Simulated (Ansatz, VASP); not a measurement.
# BiN: VASP beside Ansatz

One calculation is typed for both programs; each brings its own data sets and cutoff. How far apart do they land? The cell is generated by rule, not measured, and may not be a known phase. The cell is taken from a series of VASP runs on this material, whose earlier steps may have relaxed, scaled or displaced it; both programs get it as it stands.

Program: Ansatz 0.2.0. Level of theory: plane waves, with VASP 6.6.1 beside it; band structure at PBEsol, spin-orbit coupling. Results are calculated unless marked as measured.

The structure was built from a prototype and need not be the compound's stable phase.

## 1. Starting point

Symmetry: Pm-3m, No. 221, cubic system. The conventional cell has a = 3.019 Å, b = 3.019 Å, c = 3.019 Å, α = 90.00°, β = 90.00°, γ = 90.00°. Nearest to Bi lie 8 N at 2.61 Å. Nearest to N lie 8 Bi at 2.61 Å. Farther neighbours and most contacts between anions are not listed.

As a file:

```cif
data_structure
_symmetry_space_group_name_H-M 'P 1'
_symmetry_Int_Tables_number 1
_cell_length_a 3.0190
_cell_length_b 3.0190
_cell_length_c 3.0190
_cell_angle_alpha 90.000
_cell_angle_beta 90.000
_cell_angle_gamma 90.000
_cell_volume 27.52
loop_
_atom_site_label
_atom_site_type_symbol
_atom_site_fract_x
_atom_site_fract_y
_atom_site_fract_z
_atom_site_occupancy
Bi1 Bi 0.00000 0.00000 0.00000 1
N2 N 0.50000 0.50000 0.50000 1
```

## 2. Ansatz: band structure, PBEsol, spin-orbit coupling

Ansatz runs on its fully relativistic PAW (standard-fr) files.

With cell and atoms fixed, the geometry can't cause a difference; cores, projectors, grids and the points listed under the comparison can.

input.yaml reads:

```yaml
crystal:
  lattice:
    - [3.01896, 0.0, 0.0]
    - [0.0, 3.01896, 0.0]
    - [0.0, 0.0, 3.01896]
  atoms:
    - { symbol: Bi, position: [0.0, 0.0, 0.0] }
    - { symbol: "N", position: [0.5, 0.5, 0.5] }
hamiltonian:
  xc: pbesol
  pseudopotentials: { kind: paw_fr }
magnetization:
  noncollinear: true
  spin_orbit: true
kpoints:
  mp_grid: { grid: [10, 10, 10] }
  band_path:
    path:
      - [0.0, 0.0, 0.0]
      - [0.0, 0.1, 0.0]
      - [0.0, 0.2, 0.0]
      - [0.0, 0.3, 0.0]
      - [0.0, 0.43333, 0.0]
      - [0.0, 0.5, 0.0]
      - [0.1, 0.5, 0.0]
      - [0.2, 0.5, 0.0]
      - [0.33333, 0.5, 0.0]
      - [0.43333, 0.5, 0.0]
      - [0.5, 0.5, 0.0]
      - [0.36667, 0.36667, 0.0]
      - [0.26667, 0.26667, 0.0]
      - [0.16667, 0.16667, 0.0]
      - [0.06667, 0.06667, 0.0]
      - [0.03333, 0.03333, 0.03333]
      - [0.13333, 0.13333, 0.13333]
      - [0.23333, 0.23333, 0.23333]
      - [0.33333, 0.33333, 0.33333]
      - [0.46667, 0.46667, 0.46667]
      - [0.46667, 0.5, 0.46667]
      - [0.36667, 0.5, 0.36667]
      - [0.23333, 0.5, 0.23333]
      - [0.13333, 0.5, 0.13333]
      - [0.03333, 0.5, 0.03333]
      - [0.5, 0.5, 0.03333]
      - [0.5, 0.5, 0.16667]
      - [0.5, 0.5, 0.26667]
      - [0.5, 0.5, 0.36667]
      - [0.5, 0.5, 0.5]
    npoints: 1
scf:
  occupations: { method: gaussian, width: 0.02 }
  n_extra_bands: 14
output:
  forces: true
  stress: true
  eigenvalues: true
```

On the command line:

```
ansatz run input.yaml --threads 2 --pin off --max-ram 4608MiB --backend cpu --events-out ev --progress --plain --runs-dir out
```

Numbers of over 12 decimals in the logs are rounded to 6 here.

The program printed:

```text
scf.n_extra_bands = 14 over 20 filled bands (N_el = 20.0): the run solves 34 bands
Engine: ansatz 0.2.0, aarch64-unknown-linux-gnu
Pseudopotentials: kind: paw_fr
Pseudopotential: Bi, paw_fr, valence charge 15, recommended cutoff 420 eV (normal), Bi.paw.azcp#standard-fr
Pseudopotential: N, paw_fr, valence charge 5, recommended cutoff 420 eV (normal), N.paw.azcp#standard-fr
Functional definition: PBEsol
  exchange = pbesol_x
  correlation = pbesol_c
non-collinear run that drives no moment, with spin-orbit: no starting moment large enough to seed its density (crystal.atoms[].spin), no starting occupations that ask for one, no magnetisation constraint and no magnetic field, so the semilocal B_xc is pinned to zero
Crystal: 2 atoms, lattice volume = 27.515 Å³
Basis set: ecut = 420 eV, 515 PW (Γ), exchange–correlation on 48×48×48 points (8 copies of the dense FFT grid, shifted against one another)
Bands: 34, of which v1, the nominal top of the filled ones, is band 20 counted from 1 (19 counted from 0)
Symmetry: 48 space group operations + 48 with time reversal
Magnetic group: BNS 221.93 (UNI 1595), of the structure as read, at distance tolerance 3.0e-5 Å
k-points: 56 of 1000
Projection manifold: j_resolved (fully-relativistic pseudo-atomic orbitals)
Non-local potential: Bi, projectors of the file, l = 0: 2, l = 1: 4, l = 2: 4, l = 3: 4
Non-local potential: N, projectors of the file, l = 0: 2, l = 1: 4, l = 2: 2
PAW form: soft (Blöchl's): semilocal exchange-correlation on the pseudo side does not see the compensation charge
PAW frozen core: Bi, regenerated for the run's functional, and the local potential with it (the file was generated under x = pbe(κ = 0.804, μ = 0.219515), c = pbe(β = 0.066725))
PAW frozen core: N, regenerated for the run's functional, and the local potential with it (the file was generated under x = pbe(κ = 0.804, μ = 0.219515), c = pbe(β = 0.066725))
PAW one-centre angular grid: Bi, 590 points (default); XC on 64 Gauss nodes
PAW one-centre angular grid: N, 110 points (default); XC on 64 Gauss nodes
Initial density: superposition of atomic densities (chi_scale 0.1, normalization cell, long waves kept (reshape's long-wave potential 0.00 eV rms))
Initial wavefunctions: pseudopotential atomic-orbital guess
Functional: x = pbesol(κ = 0.804, μ = 0.123457), c = pbesol(β = 0.046)
SCF iter   1: F=—  HF=-12658.626655 eV  |F-HF|=—  |Δ(HF+E_count)|=         —  Δρ=4.75e-2  dr2=9.33e-1  dr2_m=0.00e0 (ungated)  ethr=3.10e-3  |M|=0.00e0 ∫|m|=0.00e0 μB  |m|>n=0.0e0 m-floor=0.0e0 τ_xc=0.0e0  β_m=0.30  ⟨swp⟩=7.7  Hψ=5045  notcnv=0  defer=114
preconditioner: auto → none  [insulator: Δε(μ)=0.025 eV  Ē_g=24.519 eV  σ=0.020 eV  W_gap=0.61  n_scr=6 (ndim 8)  ℏωp=31.7 eV  f_vac=0.000  D(μ)=1.88/eV (n_scr^D=18)  ε∞_Penn≈2.7]
SCF iter   2: F=—  HF=-12658.483266 eV  |F-HF|=—  |Δ(HF+E_count)|=   1.43e-1  Δρ=2.88e-2  dr2=1.34e-1  dr2_m=0.00e0 (ungated)  ethr=3.10e-3  |M|=0.00e0 ∫|m|=0.00e0 μB  |m|>n=0.0e0 m-floor=0.0e0 τ_xc=0.0e0  β_m=0.28  ⟨swp⟩=2.0  Hψ=1400  notcnv=0  defer=388
SCF iter   3: F=—  HF=-12658.461759 eV  |F-HF|=—  |Δ(HF+E_count)|=   2.15e-2  Δρ=1.48e-2  dr2=2.91e-2  dr2_m=0.00e0 (ungated)  ethr=6.70e-4  |M|=0.00e0 ∫|m|=0.00e0 μB  |m|>n=0.0e0 m-floor=0.0e0 τ_xc=0.0e0  β_m=0.51  ⟨swp⟩=2.2  Hψ=1060  notcnv=0  defer=388
SCF iter   4: F=—  HF=-12658.459915 eV  |F-HF|=—  |Δ(HF+E_count)|=   1.84e-3  Δρ=1.85e-3  dr2=9.00e-4  dr2_m=0.00e0 (ungated)  ethr=1.46e-4  |M|=0.00e0 ∫|m|=0.00e0 μB  |m|>n=0.0e0 m-floor=0.0e0 τ_xc=0.0e0  β_m=0.53  ⟨swp⟩=2.9  Hψ=1154  notcnv=0  defer=388
SCF iter   5: F=—  HF=-12658.459920 eV  |F-HF|=—  |Δ(HF+E_count)|=   5.66e-6  Δρ=4.37e-4  dr2=3.25e-5  dr2_m=0.00e0 (ungated)  ethr=4.50e-6  |M|=0.00e0 ∫|m|=0.00e0 μB  |m|>n=0.0e0 m-floor=0.0e0 τ_xc=0.0e0  β_m=0.71  ⟨swp⟩=1.5  Hψ=894  notcnv=0  defer=388
SCF iter   6: F=—  HF=-12658.459927 eV  |F-HF|=—  |Δ(HF+E_count)|=   6.58e-6  Δρ=1.26e-4  dr2=5.26e-6  dr2_m=0.00e0 (ungated)  ethr=1.62e-7  |M|=0.00e0 ∫|m|=0.00e0 μB  |m|>n=0.0e0 m-floor=0.0e0 τ_xc=0.0e0  β_m=0.75  ⟨swp⟩=2.0  Hψ=1193  notcnv=0  defer=388
SCF iter   7: F=—  HF=-12658.459926 eV  |F-HF|=—  |Δ(HF+E_count)|=   1.09e-6  Δρ=2.78e-5  dr2=2.59e-7  dr2_m=0.00e0 (ungated)  ethr=2.63e-8  |M|=0.00e0 ∫|m|=0.00e0 μB  |m|>n=0.0e0 m-floor=0.0e0 τ_xc=0.0e0  β_m=0.87  ⟨swp⟩=1.8  Hψ=828  notcnv=0  defer=388
SCF iter   8: F=-12658.459926 eV  HF=-12658.459926 eV  |F-HF|=1.38e-9  |Δ(HF+E_count)|=   5.55e-8  Δρ=2.35e-6  dr2=1.65e-9  dr2_m=0.00e0 (ungated)  ethr=5.00e-10  |M|=0.00e0 ∫|m|=0.00e0 μB  |m|>n=0.0e0 m-floor=0.0e0 τ_xc=0.0e0  ⟨swp⟩=10.6  Hψ=4542  notcnv=0
SCF 1 converged in 8 iterations: F = -12658.459926 eV  dr2 = 1.65e-9
  greatest PAW one-centre occupation: 0.989 electrons in one spin orbital (limit 2), on the Bi atom at site 0 (counted from 0), in its partial waves of l = 2
NSCF: frozen V_eff on 30 k-points
SCF converged after 8 iterations
Magnetization: |M| = 0.0000 μB,  M = (+0.0000, +0.0000, +0.0000) μB
Absolute magnetization: 0.0000 μB (∫|m|)
  site 0: m = (+0.0000, +0.0000, +0.0000) μB, |m| = 0.0000 μB  (R = 1.08 Å)
  site 1: m = (+0.0000, +0.0000, +0.0000) μB, |m| = 0.0000 μB  (R = 1.08 Å)
Free energy (F): -12658.459926 eV
Harris-Foulkes:  -12658.459926 eV  (|F-HF|=1.38e-9)
Internal energy: -12658.459114 eV  (E = F + TS)
E sigma→0 (E₀):  -12658.459520 eV
Entropy (-TS):   -0.000812 eV (-0.406 meV/atom)
Fermi energy:    16.354173 eV
--- Per-component energies (eV) ---
  E_band       = 32.141279
  E_kinetic    = 434.076276
  E_local      = -1198.268035  (includes V_loc(G=0)·N_el)
  E_nonlocal   = 612.556654
  E_hartree    = 356.795563
  E_xc         = -212.746762
  E_vxc        = -223.642881  (∫ρ·V_xc dr)
  E_paw        = -10672.480637  (= ΣΔE_a)
  E_vpaw       = -306.171897  (= ΣTr[D̂ρ^β])
  E_aug_tail   = -0.000285  (compensation charges beyond the density's cutoff)
  E_ewald      = -1978.522157
  E_core_change = 0.130268  (= ΣΔE_core)
  E_smearing   = -0.000812  (= −TS)
  E_closure    = -0.000000  (closes the sum)
  Σ components = -12658.459926   (vs F -12658.459926, Δ=0.00e0)
--- Forces (eV/Å), atoms counted from 1 ---
  atom   1  Bi    -0.00000000     0.00000000     0.00000000
  atom   2  N      0.00000000     0.00000000     0.00000000
  max |Σ_I F_I| component: 7.66e-29 eV/Å
--- Stress (GPa, compression-positive) ---
       19.876070       0.000000      -0.000000
        0.000000      19.876070       0.000000
        0.000000       0.000000      19.876070
  P = ⅓ Tr σ = 19.8761 GPa (198.761 kbar)
--- Band table (eV; the first three rows and the last of 56) ---
  k-point 0: bands = [... 16 lower, 14.1101, 14.1101, 14.1101, 14.1101, 22.5495, 22.5495, 24.0444, 24.0444, ... 10 higher]
  k-point 1: bands = [... 16 lower, 14.1749, 14.1749, 14.2362, 14.2362, 21.9024, 21.9024, 23.9027, 23.9027, ... 10 higher]
  k-point 2: bands = [... 16 lower, 14.4424, 14.4424, 14.5856, 14.5856, 20.5503, 20.5503, 23.2256, 23.2256, ... 10 higher]
  k-point 55: bands = [... 16 lower, 13.2511, 13.2511, 13.2511, 13.2511, 13.3694, 13.3694, 14.9702, 14.9702, ... 10 higher]
```

The job ended after 13 s (2 threads of Arm Neoverse N1, shared host; peak memory 0.43 GiB).

Reading the cycles: dr2 is the Hartree energy of the density residual (eV), the measure of convergence; HF is the Harris–Foulkes estimate of the energy, which meets the free energy F at convergence.

## 3. VASP: band structure, PBEsol, spin-orbit coupling

The same cell, functional, mesh and smearing now go to VASP, with its own data sets and cutoff.

Lines of VASP's logs that name or quote its potential files are left out, and so is its time.

INCAR reads:

```
SYSTEM = BiN
PREC = Accurate
ENCUT = 520
EDIFF = 1E-06
NELM = 100
ISMEAR = 0
SIGMA = 0.02
LREAL = .FALSE.
ALGO = Normal
GGA = PS
LNONCOLLINEAR = .TRUE.
MAGMOM = 0 0 0 0 0 0
NBANDS = 32
GGA_COMPAT = .FALSE.
LASPH = .TRUE.
LSORBIT = .TRUE.
LORBIT = 11
LWAVE = .FALSE.
LCHARG = .FALSE.
KPAR = 4
ISIF = 2
```

POSCAR reads:

```
BiN
1.0
    3.0189600000      0.0000000000      0.0000000000
    0.0000000000      3.0189600000      0.0000000000
    0.0000000000      0.0000000000      3.0189600000
Bi N
1 1
Direct
    0.0000000000      0.0000000000      0.0000000000
    0.5000000000      0.5000000000      0.5000000000
```

KPOINTS reads:

```
Automatic mesh
0
Gamma
10 10 10
0 0 0
```

KPOINTS_OPT reads:

```
Line mode
16
Line-mode
Reciprocal
  0.00000000   0.00000000   0.00000000 GAMMA
  0.00000000   0.50000000   0.00000000 X

  0.00000000   0.50000000   0.00000000 X
  0.50000000   0.50000000   0.00000000 M

  0.50000000   0.50000000   0.00000000 M
  0.00000000   0.00000000   0.00000000 GAMMA

  0.00000000   0.00000000   0.00000000 GAMMA
  0.50000000   0.50000000   0.50000000 R

  0.50000000   0.50000000   0.50000000 R
  0.00000000   0.50000000   0.00000000 X

  0.50000000   0.50000000   0.00000000 M
  0.50000000   0.50000000   0.50000000 R
```

The projector-augmented-wave data sets are Bi_d and N (PBE family, release 64).

On the command line:

```
mpirun -np 4 vasp_ncl
```

The program printed:

```text
[banner, memory and clock lines left out]
running    4 mpi-ranks, on    1 nodes
 distrk:  each k-point on    1 cores,    4 groups
 distr:  one band on    1 cores,    1 groups

 POSCAR found type information on POSCAR BiN
 POSCAR found :  2 types and       2 ions
|                                                                             |
|               ----> ADVICE to this user running VASP <----                  |
|                                                                             |
|     You enforced a specific xc type in the INCAR file but a different       |
|     [... a line on the potential file left out ...]
|     I HOPE YOU KNOW WHAT YOU ARE DOING!                                     |
|                                                                             |

 LDA part: xc-table for (Slater+PW92), standard interpolation
 POSCAR, INCAR and KPOINTS ok, starting setup
 FFT: planning ... GRIDC
 FFT: planning ... GRID_SOFT
 FFT: planning ... GRID
 WAVECAR not read
 entering main loop
       N       E                     dE             d eps       ncg     rms          rms(c)
DAV:   1     0.229490597639E+03    0.22949E+03   -0.99768E+03  3680   0.168E+03
DAV:   2     0.147106287249E+02   -0.21478E+03   -0.20498E+03  3760   0.490E+02
DAV:   3    -0.114001891768E+02   -0.26111E+02   -0.25403E+02  4256   0.160E+02
DAV:   4    -0.124663665388E+02   -0.10662E+01   -0.10641E+01  4112   0.331E+01
DAV:   5    -0.125080174888E+02   -0.41651E-01   -0.41632E-01  5416   0.635E+00    0.713E+00
DAV:   6    -0.111020753587E+02    0.14059E+01   -0.81174E+00  5072   0.239E+01    0.362E+00
DAV:   7    -0.108915366151E+02    0.21054E+00   -0.98833E-01  4448   0.822E+00    0.154E+00
DAV:   8    -0.109337459715E+02   -0.42209E-01   -0.44172E-01  4064   0.457E+00    0.213E+00
DAV:   9    -0.108755398837E+02    0.58206E-01   -0.14272E-01  4432   0.288E+00    0.397E-01
DAV:  10    -0.108766443051E+02   -0.11044E-02   -0.11370E-02  4128   0.739E-01    0.235E-01
DAV:  11    -0.108765815542E+02    0.62751E-04   -0.25230E-04  4880   0.144E-01    0.137E-01
DAV:  12    -0.108765162590E+02    0.65295E-04   -0.82456E-05  4112   0.634E-02    0.590E-02
DAV:  13    -0.108765032085E+02    0.13050E-04   -0.10442E-05  4112   0.255E-02    0.318E-02
DAV:  14    -0.108764993475E+02    0.38611E-05   -0.30203E-06  3752   0.135E-02    0.203E-02
DAV:  15    -0.108764976621E+02    0.16853E-05   -0.19531E-06  3496   0.996E-03    0.856E-03
DAV:  16    -0.108764975925E+02    0.69636E-07   -0.79373E-07  2544   0.595E-03
   1 F= -.10876498E+02 E0= -.10876194E+02  d E =-.607156E-03  mag=    -0.0000    -0.0000    -0.0000
 Start KPOINTS_OPT (optional k-point list driver)
k-point batch [1-56\96]
       N       E                     dE             ncg
DAV:   1     0.973857958748E+04   -0.13370E+05     3728
DAV:   2    -0.235819055267E+04   -0.12097E+05     3688
DAV:   3    -0.386032369749E+04   -0.15021E+04     4304
DAV:   4    -0.392167800971E+04   -0.61354E+02     4216
DAV:   5    -0.392404796946E+04   -0.23700E+01     5592
DAV:   6    -0.392407366896E+04   -0.25699E-01     4416
DAV:   7    -0.392407432995E+04   -0.66099E-03     5592
DAV:   8    -0.392407433682E+04   -0.68720E-05     4184
DAV:   9    -0.392407433703E+04   -0.21270E-06     3008
k-point batch [57-96\96]
       N       E                     dE             ncg
DAV:   1     0.881922751871E+04   -0.28750E+05     2672
DAV:   2     0.665597513768E+03   -0.81536E+04     2704
DAV:   3    -0.273258176011E+03   -0.93886E+03     3096
DAV:   4    -0.310192320530E+03   -0.36934E+02     2872
DAV:   5    -0.311660450613E+03   -0.14681E+01     3840
DAV:   6    -0.311676736252E+03   -0.16286E-01     2984
DAV:   7    -0.311677222190E+03   -0.48594E-03     3880
DAV:   8    -0.311677226139E+03   -0.39490E-05     2496
DAV:   9    -0.311677226314E+03   -0.17526E-06     1808
```

[end of part 1 of 2]

[Lines on the potential files, build, host, timing and source positions are cut from VASP's logs without a mark.]

[Logs are printed without paths, hosts, clocks, repeated set-up lines and the standing remarks that a program may print on its own settings, such as how far it seeks lower states.]

[Hosts, paths, dates, database ids (printed as entryN), source tags and the programs' standing remarks are cut or masked in the printed files.]
